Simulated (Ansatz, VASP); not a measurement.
# TiSi2N4 (TiSi2N4 monolayer): VASP beside Ansatz, part 2 of 2

Wanted: the spread between two codes on one cell, functional and k mesh. The cell is taken from a series of runs on this material, whose earlier steps may have relaxed, scaled, displaced or heated it; both programs get it as it stands.

VASP 6.6.1 and Ansatz 0.2.0.

So far: The starting structure; VASP: single point, PBE with D3(BJ).

### 3. Ansatz: single point, PBE with D3(BJ)

Level of this step: Ansatz beside VASP: Kohn-Sham DFT, plane waves, PBE with D3(BJ) (Ansatz).

Ansatz runs on its PAW soft_1 files.

The same cell, functional, mesh and smearing now go to Ansatz, which takes its cutoff from its data sets.

File input.yaml:

```yaml
crystal:
  lattice:
    - [2.9209636484, 0.0, 0.0]
    - [-1.4604818242, 2.529628723, 0.0]
    - [0.0, 0.0, 24.871991465]
  atoms:
    - { symbol: "N", position: [0.0, 0.0, 0.3618528099] }
    - { symbol: Si, position: [0.3333333333, 0.6666666667, 0.3825607442] }
    - { symbol: "N", position: [0.3333333333, 0.6666666667, 0.4527673659] }
    - { symbol: Ti, position: [0.0, 0.0, 0.5] }
    - { symbol: "N", position: [0.3333333333, 0.6666666667, 0.5472326341] }
    - { symbol: Si, position: [0.3333333333, 0.6666666667, 0.6174392558] }
    - { symbol: "N", position: [0.0, 0.0, 0.6381471901] }
kpoints:
  mp_grid: { grid: [18, 18, 1] }
  band_path:
    path: [[0, 0, 0], [0.5, 0, 0], [0.33333333, 0.33333333, 0], [0, 0, 0]]
    npoints: 16
hamiltonian:
  xc: pbe
  dispersion: d3bj
  pseudopotentials: { kind: paw, azcp: { folder: soft_1 } }
scf:
  occupations: { method: fermi_dirac, width: 0.02585 }
  convergence: { dr2_threshold: 1.0e-10 }
efield:
  axis: 3
  dipole_correction: true
  ramp_position: 0.97
  ramp_width: 0.06
  amplitude: 0
output:
  dos: { projected: true, e_range: [-6, 5] }
  write_potential: true
  write_density: true
  volumetric_format: npy
  elf: true
```

Run with:

```console
$ ansatz run input.yaml --threads 2 --pin off --max-ram 3072MiB --backend cpu --events-out ev --progress --plain --runs-dir out
```

Numbers of over 12 decimals in the logs are rounded to 6 here.

The program printed:

```text
Engine: ansatz 0.2.0, aarch64-unknown-linux-gnu
Pseudopotentials: kind: paw
Pseudopotential: N, paw, valence charge 5, recommended cutoff 420 eV (normal), soft_1/N.paw.azcp
Pseudopotential: Si, paw, valence charge 4, recommended cutoff 420 eV (normal), soft_1/Si.paw.azcp
Pseudopotential: Ti, paw, valence charge 12, recommended cutoff 420 eV (normal), soft_1/Ti.paw.azcp
Functional definition: PBE
  parameter kappa = 0.804
  parameter beta = 0.066725
  exchange = pbe_x(kappa = kappa, mu = beta*pi^2/3)
  correlation = pbe_c(beta = beta)
Crystal: 7 atoms, lattice volume = 183.778 Å³
Basis set: ecut = 420 eV, 3551 PW (Γ)
Bands: 27, of which v1, the nominal top of the filled ones, is band 20 counted from 1 (19 counted from 0)
Symmetry: 6 space group operations
k-points: 37 of 324 (time reversal used)
Non-local potential: N, projectors of the file, l = 0: 2, l = 1: 2, l = 2: 1
Non-local potential: Si, projectors of the file, l = 0: 2, l = 1: 2, l = 2: 1
Non-local potential: Ti, projectors of the file, l = 0: 3, l = 1: 2, l = 2: 3, l = 3: 1
PAW form: soft (Blöchl's): semilocal exchange-correlation on the pseudo side does not see the compensation charge
PAW one-centre angular grid: N, 110 points (default); XC on 64 Gauss nodes
PAW one-centre angular grid: Si, 110 points (default); XC on 64 Gauss nodes
PAW one-centre angular grid: Ti, 590 points (default); XC on 64 Gauss nodes
Initial density: superposition of atomic densities (neutral atoms: chi_scale 0, normalization atom)
Initial wavefunctions: pseudopotential atomic-orbital guess
Functional: x = pbe(κ = 0.804, μ = 0.219515), c = pbe(β = 0.066725)
SCF iter   1: F=—  HF=-5325.357818 eV  |F-HF|=—  |Δ(HF+E_count)|=         —  Δρ=1.28e-1  dr2=3.38e1  ethr=3.10e-3  p=0.000 e·Å  D=6.21e-14 V/Å  ΔV_dip=-0.00 eV  dr2_dipole=4.45e-9  V_vac-E_F(+/−)=9.80/9.80 eV  ⟨swp⟩=9.9  Hψ=6613  notcnv=0
efield: sawtooth ramp at fractional position 0.9700 (set: `efield.ramp_position`, or a place that a band, a saddle search or an elastic batch's reference lends), width 0.0600; the density the first Hamiltonian is built on has a dipole p = 0.000 e·Å; the dipole correction subtracts the counter field D = 6.21e-14 V/Å, which shifts the + side's vacuum level by -0.00 eV against the − side's; the planar-averaged density in the ramp window peaks in size at 1.6e-6 e/Å³
preconditioner: auto → none  [insulator: Δε(μ)=3.359 eV  Ē_g=12.659 eV  σ=0.026 eV  W_gap=1.00  n_scr=16 (ndim 8)  ℏωp=15.5 eV  f_vac=0.583  D(μ)=0.00/eV (n_scr^D=0)  ε∞_Penn≈2.5]
SCF iter   2: F=—  HF=-5328.105049 eV  |F-HF|=—  |Δ(HF+E_count)|=    2.75e0  Δρ=2.44e-1  dr2=2.08e2  ethr=3.10e-3  p=-0.000 e·Å  D=-4.68e-5 V/Å  ΔV_dip=0.00 eV  dr2_dipole=1.03e-5  V_vac-E_F(+/−)=7.87/7.87 eV  ⟨swp⟩=5.1  Hψ=3489  notcnv=0  defer=79  recentre
preconditioner: auto → LDOS  [metal: Δε(μ)=0.015 eV  Ē_g=9.358 eV  σ=0.026 eV  W_gap=0.14  n_scr=16 (ndim 8)  ℏωp=15.5 eV  f_vac=0.594  D(μ)=6.50/eV (n_scr^D=38)  β→1.0]
SCF iter   3: F=—  HF=-5318.404924 eV  |F-HF|=—  |Δ(HF+E_count)|=    9.70e0  Δρ=6.51e-2  dr2=9.11e0  ethr=3.10e-3  p=-0.000 e·Å  D=-2.06e-6 V/Å  ΔV_dip=0.00 eV  dr2_dipole=1.75e-10  V_vac-E_F(+/−)=8.44/8.44 eV  ⟨swp⟩=4.2  Hψ=3141  notcnv=0  defer=60
SCF iter   4: F=—  HF=-5317.425424 eV  |F-HF|=—  |Δ(HF+E_count)|=   9.80e-1  Δρ=3.13e-2  dr2=6.43e0  ethr=3.10e-3  p=0.000 e·Å  D=2.38e-4 V/Å  ΔV_dip=-0.01 eV  dr2_dipole=2.09e-6  V_vac-E_F(+/−)=2.84/2.85 eV  ⟨swp⟩=4.8  Hψ=3080  notcnv=0  defer=68
SCF iter   5: F=—  HF=-5316.238894 eV  |F-HF|=—  |Δ(HF+E_count)|=    1.19e0  Δρ=1.13e-2  dr2=2.13e-1  ethr=3.10e-3  p=-0.000 e·Å  D=-1.31e-4 V/Å  ΔV_dip=0.00 eV  dr2_dipole=8.84e-7  V_vac-E_F(+/−)=6.19/6.19 eV  ⟨swp⟩=3.9  Hψ=2209  notcnv=0  defer=82
SCF iter   6: F=—  HF=-5316.227844 eV  |F-HF|=—  |Δ(HF+E_count)|=   1.11e-2  Δρ=3.25e-3  dr2=2.52e-2  ethr=5.32e-4  p=0.001 e·Å  D=6.91e-4 V/Å  ΔV_dip=-0.02 eV  dr2_dipole=2.74e-5  V_vac-E_F(+/−)=5.93/5.95 eV  ⟨swp⟩=2.6  Hψ=1743  notcnv=0  defer=82
SCF iter   7: F=—  HF=-5316.225476 eV  |F-HF|=—  |Δ(HF+E_count)|=   2.37e-3  Δρ=8.91e-4  dr2=5.11e-3  ethr=6.31e-5  p=-0.004 e·Å  D=-4.26e-3 V/Å  ΔV_dip=0.11 eV  dr2_dipole=1.14e-3  V_vac-E_F(+/−)=6.03/5.93 eV  ⟨swp⟩=3.5  Hψ=2039  notcnv=0  defer=82
SCF iter   8: F=—  HF=-5316.227104 eV  |F-HF|=—  |Δ(HF+E_count)|=   1.63e-3  Δρ=1.35e-3  dr2=1.95e-2  ethr=1.28e-5  p=0.008 e·Å  D=8.31e-3 V/Å  ΔV_dip=-0.21 eV  dr2_dipole=4.52e-3  V_vac-E_F(+/−)=5.89/6.09 eV  ⟨swp⟩=3.9  Hψ=1775  notcnv=0  defer=82  recentre
SCF iter   9: F=—  HF=-5316.224922 eV  |F-HF|=—  |Δ(HF+E_count)|=   2.18e-3  Δρ=3.68e-4  dr2=1.99e-4  ethr=1.28e-5  p=-0.000 e·Å  D=-1.48e-4 V/Å  ΔV_dip=0.00 eV  dr2_dipole=2.39e-6  V_vac-E_F(+/−)=6.00/6.00 eV  ⟨swp⟩=3.1  Hψ=1482  notcnv=0  defer=82
SCF iter  10: F=—  HF=-5316.224952 eV  |F-HF|=—  |Δ(HF+E_count)|=   3.07e-5  Δρ=3.15e-4  dr2=3.06e-4  ethr=4.98e-7  p=-0.000 e·Å  D=-1.22e-4 V/Å  ΔV_dip=0.00 eV  dr2_dipole=3.65e-10  V_vac-E_F(+/−)=6.00/5.99 eV  ⟨swp⟩=2.2  Hψ=2111  notcnv=0  defer=82
SCF iter  11: F=—  HF=-5316.224910 eV  |F-HF|=—  |Δ(HF+E_count)|=   4.21e-5  Δρ=4.30e-5  dr2=5.33e-6  ethr=4.98e-7  p=0.000 e·Å  D=9.78e-5 V/Å  ΔV_dip=-0.00 eV  dr2_dipole=1.11e-7  V_vac-E_F(+/−)=5.99/6.00 eV  ⟨swp⟩=2.6  Hψ=1541  notcnv=0  defer=82
SCF iter  12: F=—  HF=-5316.224913 eV  |F-HF|=—  |Δ(HF+E_count)|=   3.11e-6  Δρ=1.84e-5  dr2=9.71e-7  ethr=1.33e-8  p=-0.000 e·Å  D=-8.79e-5 V/Å  ΔV_dip=0.00 eV  dr2_dipole=8.44e-8  V_vac-E_F(+/−)=6.00/6.00 eV  ⟨swp⟩=2.6  Hψ=1608  notcnv=0  defer=82
SCF iter  13: F=—  HF=-5316.224931 eV  |F-HF|=—  |Δ(HF+E_count)|=   1.71e-5  Δρ=4.27e-6  dr2=2.32e-8  ethr=2.43e-9  p=0.000 e·Å  D=5.13e-6 V/Å  ΔV_dip=-0.00 eV  dr2_dipole=4.39e-11  V_vac-E_F(+/−)=6.00/6.00 eV  ⟨swp⟩=2.2  Hψ=1414  notcnv=0  defer=82
SCF iter  14: F=—  HF=-5316.224931 eV  |F-HF|=—  |Δ(HF+E_count)|=   2.85e-9  Δρ=1.54e-6  dr2=2.57e-9  ethr=5.79e-11  p=-0.000 e·Å  D=-2.08e-6 V/Å  ΔV_dip=0.00 eV  dr2_dipole=1.09e-10  V_vac-E_F(+/−)=6.00/6.00 eV  ⟨swp⟩=3.0  Hψ=1889  notcnv=0  defer=82
SCF iter  15: F=—  HF=-5316.224931 eV  |F-HF|=—  |Δ(HF+E_count)|=   2.04e-9  Δρ=6.99e-7  dr2=8.83e-10  ethr=6.44e-12  p=0.000 e·Å  D=4.49e-7 V/Å  ΔV_dip=-0.00 eV  dr2_dipole=3.72e-12  V_vac-E_F(+/−)=6.00/6.00 eV  ⟨swp⟩=2.3  Hψ=1627  notcnv=0  defer=80
SCF iter  16: F=—  HF=-5316.224931 eV  |F-HF|=—  |Δ(HF+E_count)|=   1.59e-9  Δρ=2.15e-7  dr2=1.96e-10  ethr=2.21e-12  p=-0.000 e·Å  D=-1.83e-7 V/Å  ΔV_dip=0.00 eV  dr2_dipole=3.93e-12  V_vac-E_F(+/−)=6.00/6.00 eV  ⟨swp⟩=2.1  Hψ=1371  notcnv=0  defer=80
SCF iter  17: F=-5316.224931 eV  HF=-5316.224931 eV  |F-HF|=2.36e-11  |Δ(HF+E_count)|=  7.82e-11  Δρ=9.57e-8  dr2=2.42e-11  ethr=1.00e-12  p=0.000 e·Å  D=3.21e-7 V/Å  ΔV_dip=-0.00 eV  dr2_dipole=5.16e-12  V_vac-E_F(+/−)=6.00/6.00 eV  ⟨swp⟩=12.8  Hψ=4348  notcnv=0
SCF 1 converged in 17 iterations: F = -5316.224931 eV  dr2 = 2.42e-11
  greatest PAW one-centre occupation: 0.999 electrons in one spin orbital (limit 2), on the Ti atom at site 3 (counted from 0), in its partial waves of l = 0
NSCF: frozen V_eff on 49 k-points
efield: sawtooth ramp at fractional position 0.9700 (kept from the solve that this one continues, or follows in the run), width 0.0600; the density the first Hamiltonian is built on has a dipole p = 0.000 e·Å; the dipole correction subtracts the counter field D = 3.21e-7 V/Å, which shifts the + side's vacuum level by -0.00 eV against the − side's; the planar-averaged density in the ramp window peaks in size at 1.4e-6 e/Å³
WARN: The output density's exchange-correlation potential varies sharply where the density is thin. Do not read a vacuum level from v_tot or v_xc, or from such a field of the output density. On a cell that repeats whose density bears no net charge and no dipole along the vacuum's axis use v_es (v_loc + v_h of the components); under efield.dipole_correction with no amplitude use v_es + v_field, which holds any externa [...]
SCF converged after 17 iterations
Free energy (F): -5316.224931 eV
Harris-Foulkes:  -5316.224931 eV  (|F-HF|=2.36e-11)
Internal energy: -5316.224931 eV  (E = F + TS)
E sigma→0 (E₀):  -5316.224931 eV
Fermi energy:    0.291238 eV
Dipole field:    D = -0.000003 V/Å  (p = -0.000003 e·Å, saw-weighted, corrected)
Work function:   Φ+ = 5.9959 eV   Φ− = 5.9958 eV
Levels:          The Fermi level and band energies are counted from a zero that moves with the ramp; work functions are not
--- Per-component energies (eV) ---
  E_band       = -521.168693
  E_kinetic    = 894.329486
  E_local      = -39712.056426  (includes V_loc(G=0)·N_el)
  E_nonlocal   = 240.635808
  E_hartree    = 19431.238781
  E_xc         = -472.240390
  E_vxc        = -549.600350  (∫ρ·V_xc dr)
  E_paw        = -2577.062016  (= ΣΔE_a)
  E_vpaw       = -256.958286  (= ΣTr[D̂ρ^β])
  E_aug_tail   = 0.003540  (compensation charges beyond the density's cutoff)
  E_efield     = 0.000000  (sawtooth field / dipole correction)
  E_vefield    = 0.000000  (∫n·V_field dr)
  E_ewald      = 16880.718754
  E_disp       = -1.792468  (pairwise vdW)
  E_smearing   = -0.000000  (= −TS)
  E_closure    = 0.000000  (closes the sum)
  Σ components = -5316.224931   (vs F -5316.224931, Δ=0.00e0)
--- Band table (eV; the first three rows and the last of 37) ---
  k-point 0: bands = [... 16 lower, -2.0978, -0.9567, -0.8192, -0.8192, 2.0146, 4.0718, 4.0718, 4.1769, ... 3 higher]
  k-point 1: bands = [... 16 lower, -2.0581, -1.0266, -0.8753, -0.7772, 1.9941, 4.0045, 4.0481, 4.1385, ... 3 higher]
  k-point 2: bands = [... 16 lower, -1.9448, -1.1913, -1.0292, -0.7604, 1.8764, 3.9206, 3.9327, 4.1063, ... 3 higher]
  k-point 36: bands = [... 16 lower, -3.0875, -2.7149, -1.0129, -0.3604, 1.4795, 2.9780, 4.3093, 4.7138, ... 3 higher]
```

Reading the cycles: dr2 is the Hartree energy of the density residual (eV), the measure of convergence; HF is the Harris–Foulkes estimate of the energy, which meets the free energy F at convergence.

### 4. Side by side

Known differences besides the potentials themselves: the cutoff is 420 eV in Ansatz and 520 eV in VASP. Total energies have different zeros and are not compared.

Compared:

```tsv
quantity	Ansatz	VASP	difference
gap on the k mesh (eV)	1.367	1.358	+0.009
```

A gap on the mesh is an upper bound, since the band edges may lie between its points. With vacuum in the cell, a pressure given here is an average over mostly empty space and none of the material.

### 5. Results

```
difference in gap on the k mesh (single point, PBE with D3(BJ)) : 0.0087 eV
```

The difference in gap on the k mesh is 0.0087 eV (single point, PBE with D3(BJ)), within the 0.08 eV picked in this series as the mark of a large difference. Such differences can come from data sets, numerical settings and the points named under the comparisons, not from the functional's error against experiment.

[Lines on the potential files, build, host, timing and source positions are cut from VASP's logs without a mark.]

[Logs are printed without paths, hosts, clocks, repeated set-up lines and the standing remarks that a program may print on its own settings, such as how far it seeks lower states.]

[Hosts, paths, dates, database ids (printed as entryN), source tags and the programs' standing remarks are cut or masked in the printed files.]
